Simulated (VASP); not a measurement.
# Mg2CdS3 (I4/mmm) in VASP: a series of runs

Runs on Mg2CdS3. Level: PBE. Tasks: relaxation of cell and atoms.

All numbers are computed with VASP 6.6.1; they aren't measurements. Logs are shortened: lines on timing, memory, paths and dates and some standing lists are left out, and cuts for length are marked.

## 1. The crystal as given

It takes space group I4/mmm (No. 139, tetragonal). The conventional cell has a = 3.764 Å, b = 3.764 Å, c = 15.972 Å, α = 90.00°, β = 90.00°, γ = 90.00°. Mg (site symmetry 4mm) has 6 S at 2.61 to 2.67 Å as nearest neighbours. Around Cd (site symmetry 4/mmm) lie 6 S at 2.66 to 2.71 Å. S (site symmetry 4mm) has 5 Mg at 2.61 to 2.66 Å and 1 Cd at 2.71 Å as nearest neighbours. S (site symmetry 4/mmm) has 4 Cd at 2.66 Å and 2 Mg at 2.67 Å as nearest neighbours.

The cell was built by a generator and needn't be a form met in nature.

## 2. Relaxation of cell and atoms, PBE

File INCAR:

```
SYSTEM = Mg2CdS3
PREC = Accurate
ENCUT = 520
EDIFF = 1E-6
ISMEAR = 0
SIGMA = 0.03
LREAL = .FALSE.
LASPH = .TRUE.
NELM = 120
ALGO = Normal
ISIF = 3
LWAVE = .FALSE.
LCHARG = .FALSE.
GGA = PE
IBRION = 2
NSW = 90
EDIFFG = -0.01
KPAR = 4
```

File KPOINTS:

```
Automatic mesh
0
G
  10 10 10
  0 0 0
```

File POSCAR:

```
Mg2CdS3
1.0
   -1.8820000000      1.8820000000      7.9860000000
    1.8820000000     -1.8820000000      7.9860000000
    1.8820000000      1.8820000000     -7.9860000000
Mg Cd S
2 1 3
Direct
    0.3331455000      0.3331455000      0.0000000000
    0.6668545000      0.6668545000      0.0000000000
    0.0000000000      0.0000000000      0.0000000000
    0.1698597500      0.1698597500      0.0000000000
    0.8301402500      0.8301402500      0.0000000000
    0.5000000000      0.5000000000      0.0000000000
```

Potentials or basis: VASP PAW PBE potentials, release 64 (Mg, Cd, S).

The run is started by

```
> cat potpaw_PBE.64/Mg/POTCAR potpaw_PBE.64/Cd/POTCAR potpaw_PBE.64/S/POTCAR > POTCAR
> mpirun -np 4 vasp_std > vasp.out
```

OUTCAR:

```text
SYSTEM = Mg2CdS3
   PREC = Accurate
   ENCUT = 520
   EDIFF = 1E-6
   ISMEAR = 0
   LREAL = .FALSE.
   LASPH = .TRUE.
   NELM = 120
   ISIF = 3
   GGA = PE
   IBRION = 2
   NSW = 90
   EDIFFG = -0.01

 ion  position               nearest neighbor table
   1  0.333  0.333  0.000-   4 2.61   5 2.66   5 2.66   5 2.66   5 2.66   6 2.67
   2  0.667  0.667  0.000-   5 2.61   4 2.66   4 2.66   4 2.66   4 2.66   6 2.67
   3  0.000  0.000  0.000-   6 2.66   6 2.66   6 2.66   6 2.66   5 2.71   4 2.71
   4  0.170  0.170  0.000-   1 2.61   2 2.66   2 2.66   2 2.66   2 2.66   3 2.71
   5  0.830  0.830  0.000-   2 2.61   1 2.66   1 2.66   1 2.66   1 2.66   3 2.71
   6  0.500  0.500  0.000-   3 2.66   3 2.66   3 2.66   3 2.66   2 2.67   1 2.67

  LATTYP: Found a body centered tetragonal cell.
 ALAT       =     3.7640000000
 C/A-ratio  =     4.2433581296

  Lattice vectors:

 A1 = (  -1.8820000000,   1.8820000000,   7.9860000000)
 A2 = (   1.8820000000,  -1.8820000000,   7.9860000000)
 A3 = (   1.8820000000,   1.8820000000,  -7.9860000000)

Analysis of symmetry for initial positions (statically):
=====================================================================
 Subroutine PRICEL returns:
 Original cell was already a primitive cell.

 Routine SETGRP: Setting up the symmetry group for a
 body centered tetragonal supercell.

 Subroutine GETGRP returns: Found 16 space group operations
 (whereof 16 operations were pure point group operations)
 out of a pool of 16 trial point group operations.

The static configuration has the point symmetry D_4h.

Analysis of symmetry for dynamics (positions and initial velocities):
=====================================================================
 Subroutine PRICEL returns:
 Original cell was already a primitive cell.

 Routine SETGRP: Setting up the symmetry group for a
 body centered tetragonal supercell.

 Subroutine GETGRP returns: Found 16 space group operations
 (whereof 16 operations were pure point group operations)
 out of a pool of 16 trial point group operations.

The dynamic configuration has the point symmetry D_4h.

 Subroutine INISYM returns: Found 16 space group operations
 (whereof 16 operations are pure point group operations),
 and found     1 'primitive' translations

----------------------------------------------------------------------------------------

                                     Primitive cell

  volume of cell :     113.1432

  direct lattice vectors                    reciprocal lattice vectors
    -1.882000000  1.882000000  7.986000000     0.000000000  0.265674814  0.062609567
     1.882000000 -1.882000000  7.986000000     0.265674814  0.000000000  0.062609567
     1.882000000  1.882000000 -7.986000000     0.265674814  0.265674814  0.000000000

  length of vectors
     8.417840816  8.417840816  8.417840816     0.272952495  0.272952495  0.375720925

  position of ions in fractional coordinates (direct lattice)
     0.333145500  0.333145500  0.000000000
     0.666854500  0.666854500  0.000000000
     0.000000000  0.000000000  0.000000000
     0.169859750  0.169859750  0.000000000
     0.830140250  0.830140250  0.000000000
     0.500000000  0.500000000  0.000000000

  ion indices of the primitive-cell ions
   primitive index   ion index
                 1           1
                 2           2
                 3           3
                 4           4
                 5           5
                 6           6

----------------------------------------------------------------------------------------

 KPOINTS: Automatic mesh

Automatic generation of k-mesh.
 Grid dimensions read from file:
 generate k-points for:   10   10   10

 Generating k-lattice:

  Cartesian coordinates                     Fractional coordinates (reciprocal lattice)
     0.000000000  0.026567481  0.006260957     0.100000000  0.000000000 -0.000000000
     0.026567481  0.000000000  0.006260957     0.000000000  0.100000000 -0.000000000
     0.026567481  0.026567481  0.000000000     0.000000000  0.000000000  0.100000000

  Length of vectors
     0.027295250  0.027295250  0.037572093

  Shift w.r.t. Gamma in fractional coordinates (k-lattice)
     0.000000000  0.000000000  0.000000000

 Subroutine IBZKPT returns following result:
 ===========================================

 Found    102 irreducible k-points:

 Following reciprocal coordinates:
            Coordinates               Weight
  0.000000  0.000000  0.000000      1.000000
  0.100000 -0.000000  0.000000      8.000000
  0.200000 -0.000000  0.000000      8.000000
  0.300000  0.000000  0.000000      8.000000
  0.400000  0.000000  0.000000      8.000000
  0.500000  0.000000  0.000000      4.000000
[... 16 lines left out ...]
  0.300000  0.300000  0.000000      8.000000
  0.400000  0.300000  0.000000     16.000000
 [... further k-points ...]
   k-points           NKPTS =    102   k-points in BZ     NKDIM =    102   number of bands    NBANDS=     21
   number of dos      NEDOS =    301   number of ions     NIONS =      6
   total plane-waves  NPLWV = 262144
   dimension x,y,z NGX =    64 NGY =   64 NGZ =   64
   dimension x,y,z NGXF=   128 NGYF=  128 NGZF=  128
   ions per type =               2   1   3
   NGX,Y,Z   is equivalent  to a cutoff of  12.64, 12.64, 12.64 a.u.
   NGXF,Y,Z  is equivalent  to a cutoff of  25.28, 25.28, 25.28 a.u.
 SYSTEM =  Mg2CdS3
   PREC   = accura    normal or accurate (medium, high low for compatibility)
   ISTART =      0    job   : 0-new  1-cont  2-samecut
   ICHARG =      2    charge: 1-file 2-atom 10-const
   ISPIN  =      1    spin polarized calculation?
   LNONCOLLINEAR =      F non collinear calculations
   LSORBIT =      F    spin-orbit coupling
   LASPH  =      T    aspherical Exc in radial PAW
   ENCUT  =  520.0 eV  38.22 Ry    6.18 a.u.  15.65 15.65 15.65*2*pi/ulx,y,z
   NELM   =    120;   NELMIN=  2; NELMDL= -5     # of ELM steps
   EDIFF  = 0.1E-05   stopping-criterion for ELM
   LREAL  =      F    real-space projection
   EDIFFG = -.1E-01   stopping-criterion for IOM
   NSW    =     90    number of steps for IOM
   IBRION =      2    ionic relax: 0-MD 1-quasi-New 2-CG
   NFREE  =      1    steps in history (QN), initial steepest desc. (CG)
   ISIF   =      3    stress and relaxation
   ISYM   =      2    0-nonsym 1-usesym 2-fastsym
   POTIM  = 0.5000    time-step for ionic-motion
   TEBEG  =    0.0;   TEEND  =   0.0 temperature during run
   PSTRESS=    0.0 pullay stress
   NELECT =      34.0000    total number of electrons
   NUPDOWN=      -1.0000    fix difference up-down
   EMIN   =  10.00;   EMAX   =-10.00  energy-range for DOS
   EFERMI =   0.00;   METHOD = LEGACY
   ISMEAR =     0;   SIGMA  =   0.03  broadening in eV -4-tet -1-fermi 0-gaus
   EFERMI_NEDOS =   21; number of points for ismear=-14 and -15
   IALGO  =     38    algorithm
   IMIX   =      4    mixing-type and parameters
     AMIX     =   0.40;   BMIX     =  1.00
     AMIX_MAG =   1.60;   BMIX_MAG =  1.00
  volume/ion in A,a.u.               =      18.86       127.25
  Fermi-wavevector in a.u.,A,eV,Ry     =   1.096541  2.072162 16.359681  1.202403
  Thomas-Fermi vector in A             =   2.232885
   LORBIT       =      0    0 simple, 1 ext, 2 COOP (PROOUT), +10 PAW based schemes
   GGA     = PE    functional components
   LHFCALC =     F    Hartree Fock is set to
   AEXX    =    0.0000 exact exchange contribution
   IVDW    =     0    specifies the selected vdW correction
   LEPSILON=     F    determine dielectric tensor
   LRPA    =     F    only Hartree local field effects (RPA)
 conjugate gradient relaxation of ions
 non-spin polarized calculation
 Gauss-broadening in eV      SIGMA  =   0.03
  energy-cutoff  :      520.00
  volume of cell :      113.14
 maximum number of plane-waves:      3074
   NGX = 31   NGY = 31   NGZ = 31

--------------------------------------- Ionic step        1  -------------------------------------------

 number of electron      34.0000003 magnetization

 Free energy of the ion-electron system (eV)
  ---------------------------------------------------
  ext. energy  EPLUGINS =         0.00000000
  ---------------------------------------------------
  free energy    TOTEN  =       -22.73747843 eV

  energy without entropy =      -22.73747843  energy(sigma->0) =      -22.73747843

------------------------ aborting loop because EDIFF is reached ----------------------------------------

  FORCE on cell =-STRESS in cart. coord.  units (eV):
  Direction    XX          YY          ZZ          XY          YZ          ZX
  --------------------------------------------------------------------------------------
  -------------------------------------------------------------------------------------
  Total        0.3080315      0.3080315      0.3143018      0.0000000      0.0000000      0.0000000
  in kB        4.3619151      4.3619151      4.4507064      0.0000000      0.0000000      0.0000000
  external PRESSURE =       4.3915122 kB  Pullay stress =       0.0000000 kB
[... 265 lines left out ...]
  energy  without entropy=      -22.7391743888  energy(sigma->0) =      -22.73917439

--------------------------------------- Ionic step        8  -------------------------------------------

 number of electron      34.0000003 magnetization

 Free energy of the ion-electron system (eV)
  ---------------------------------------------------
  ext. energy  EPLUGINS =         0.00000000
  ---------------------------------------------------
  free energy    TOTEN  =       -22.73920968 eV

  energy without entropy =      -22.73920968  energy(sigma->0) =      -22.73920968

 E-fermi :   3.6926     XC(G=0):  -9.8530

 val. band max:        3.5322620293   @ k =   0.5000   0.0000   0.0000
 cond. band min:       4.7819058226   @ k =   0.5000   0.5000   0.0000
 fundamental gap:      1.2496437933
 Fermi energy:         3.6925843624

 k-point     1 :       0.0000    0.0000    0.0000
  band No.  band energies     occupation
      1      -9.3781      2.00000
      2      -8.5973      2.00000
      3      -8.1043      2.00000
      4      -4.2894      2.00000
      5      -4.1221      2.00000
      6      -4.0438      2.00000
[... 550 lines left out ...]
      5      -4.1642      2.00000
      6      -4.0935      2.00000
[... 13 lines left out ...]
     20       8.3354      0.00000
     21       9.3584      0.00000

 [... further k-points ...]

------------------------ aborting loop because EDIFF is reached ----------------------------------------

  FORCE on cell =-STRESS in cart. coord.  units (eV):
  Direction    XX          YY          ZZ          XY          YZ          ZX
  --------------------------------------------------------------------------------------
  -------------------------------------------------------------------------------------
  Total        0.0000303      0.0000303      0.0062547      0.0000000     -0.0000000      0.0000000
  in kB        0.0004269      0.0004269      0.0880746      0.0000000     -0.0000000      0.0000000
  external PRESSURE =       0.0296428 kB  Pullay stress =       0.0000000 kB
[... 21 lines left out ...]
  FREE ENERGIE OF THE ION-ELECTRON SYSTEM (eV)
  ---------------------------------------------------
  free  energy   TOTEN  =       -22.7392096790 eV

  energy  without entropy=      -22.7392096790  energy(sigma->0) =      -22.73920968

 reached required accuracy - stopping structural energy minimisation
```

Wall time 9 min (4 MPI ranks of AMD EPYC 9R45 (Zen 5), shared host); peak memory 0.8 GiB.

Results:

```yaml
Free_energy: -22.7392 eV
Relaxed_volume: 18.96 Å³/atom
Relaxed_cell: a = 8.436 Å, b = 8.436 Å, c = 8.436 Å, α = 154.17°, β = 154.17°, γ = 36.85°
Space_group_after_relaxing_to_0.05_Å: I4/mmm (No. 139)
Energy_gained_by_relaxing: 0.3 meV/atom
Ionic_steps: 8
Pressure_after_relaxing: 0.0 GPa
Largest_force_after_relaxing: 0.008 eV/Å
Band_gap_on_the_k_mesh: 1.25 eV, indirect (least direct gap 2.11 eV)
```

Forces in eV/Å, atoms in the order of the input:
```
Mg   0.000  0.000 -0.008
Mg   0.000  0.000  0.008
Cd   0.000  0.000  0.000
S    0.000  0.000 -0.008
S    0.000  0.000  0.008
S    0.000  0.000  0.000
```

Step by step:
| step | energy change (eV) | largest force (eV/Å) | pressure (GPa) | volume (Å³) |
| --- | --- | --- | --- | --- |
| 1 | 0.0000 | 0.0703 | 0.44 | 113.14 |
| 2 | -0.0012 | 0.0367 | -0.14 | 113.99 |
| 3 | -0.0013 | 0.0406 | -0.10 | 113.89 |
| 4 | -0.0013 | 0.0419 | -0.06 | 113.86 |
| 5 | -0.0013 | 0.0414 | -0.05 | 113.87 |
| 6 | -0.0015 | 0.0266 | -0.03 | 113.83 |
| 7 | -0.0017 | 0.0129 | 0.02 | 113.74 |
| 8 | -0.0017 | 0.0085 | 0.00 | 113.78 |

Final structure:
```xyz
6
Lattice="-1.8852 1.8852 8.0036 1.8852 -1.8852 8.0036 1.8852 1.8852 -8.0036" Properties=species:S:1:pos:R:3 pbc="T T T"
Mg    0.0000    0.0000    5.3252
Mg    0.0000    0.0000   10.6820
Cd    0.0000    0.0000   16.0072
S     0.0000    0.0000    2.7278
S     1.8852    1.8852    5.2758
S     0.0000    0.0000    8.0036
```

A k mesh can miss the band edges. A hybrid or GW would open this gap; PBE tends to underestimate it.

## 3. Relaxation of cell and atoms, PBE

This run uses another cell than the first one, of 18.96 Å³/atom, 1.006 times its volume.

Changes to INCAR since step 2:

```diff
@@ -3,3 +3,3 @@
 ENCUT = 520
-EDIFF = 1E-6
+EDIFF = 1E-7
 ISMEAR = 0
@@ -15,4 +15,5 @@
 IBRION = 2
-NSW = 90
-EDIFFG = -0.01
+NSW = 60
+EDIFFG = -0.005
+POTIM = 0.3
 KPAR = 4
```

KPOINTS is that of step 2.

File POSCAR:

```
Mg2CdS3                                 
1.0
   -1.8852082282      1.8852082282      8.0036071679
    1.8852082282     -1.8852082282      8.0036071679
    1.8852082282      1.8852082282     -8.0036071679
  Mg              Cd              S             
     2     1     3
Direct
     0.3326759033012838    0.3326759033012838    0.0000000000000000
     0.6673240966987163    0.6673240966987163    0.0000000000000000
     1.0000000000000000    1.0000000000000000    0.0000000000000000
     0.1704082742649569    0.1704082742649569    0.0000000000000000
     0.8295917257350430    0.8295917257350430    1.0000000000000000
     0.5000000000000000    0.5000000000000000    0.0000000000000000
```

Potentials or basis: VASP PAW PBE potentials, release 64 (Mg, Cd, S).

The run is started by

```
> cat potpaw_PBE.64/Mg/POTCAR potpaw_PBE.64/Cd/POTCAR potpaw_PBE.64/S/POTCAR > POTCAR
> mpirun -np 4 vasp_std > vasp.out
```

Run time: 4.9 min. Hardware: 4 MPI ranks of AMD EPYC 9R45 (Zen 5), shared host; peak memory 0.78 GiB.

The run converged. Its results:

```
Free energy                            : -22.7394 eV
Relaxed volume                         : 18.97 Å³/atom
Relaxed cell                           : a = 8.437 Å, b = 8.437 Å, c = 8.437 Å, α = 154.18°, β = 154.18°, γ = 36.84°
Space group after relaxing (to 0.05 Å) : I4/mmm (No. 139)
Energy gained by relaxing              : 0.0 meV/atom
Ionic steps                            : 3
Pressure after relaxing                : 0.0 GPa
Largest force after relaxing           : 0.004 eV/Å
Band gap on the k mesh                 : 1.25 eV, indirect (least direct gap 2.11 eV)
```

Forces in eV/Å, atoms in the order of the input:
```
Mg   0.000  0.000 -0.004
Mg   0.000  0.000  0.004
Cd   0.000  0.000  0.000
S    0.000  0.000  0.000
S    0.000  0.000  0.000
S    0.000  0.000  0.000
```

Final structure:
```
CELL_PARAMETERS angstrom
-1.88534 1.88534 8.00505
1.88534 -1.88534 8.00505
1.88534 1.88534 -8.00505
ATOMIC_POSITIONS crystal
Mg 0.33261 0.33261 0.00000
Mg 0.66739 0.66739 0.00000
Cd 0.00000 0.00000 0.00000
S 0.17035 0.17035 0.00000
S 0.82965 0.82965 0.00000
S 0.50000 0.50000 0.00000
```

Levels at points of the mesh, in eV from the valence-band top:
```csv
k point,band 14,band 15,band 16,band 17,band 18,band 19,band 20,band 21
"(0.00, 0.00, 0.00)",-1.64,-0.55,-0.51,-0.51,1.63,2.95,3.25,4.66
"(0.50, 0.00, 0.00)",-0.97,-0.90,-0.56,0.00,3.84,4.80,4.99,5.58
"(0.50, 0.50, 0.00)",-2.59,-2.54,-2.07,-2.05,1.25,3.29,3.78,4.74
"(0.50, 0.50, 0.50)",-1.18,-1.18,-0.76,-0.76,1.35,4.03,4.38,4.53
```

A k mesh can miss the band edges. Expect the measured gap to be larger: semilocal functionals such as PBE lack the derivative discontinuity.
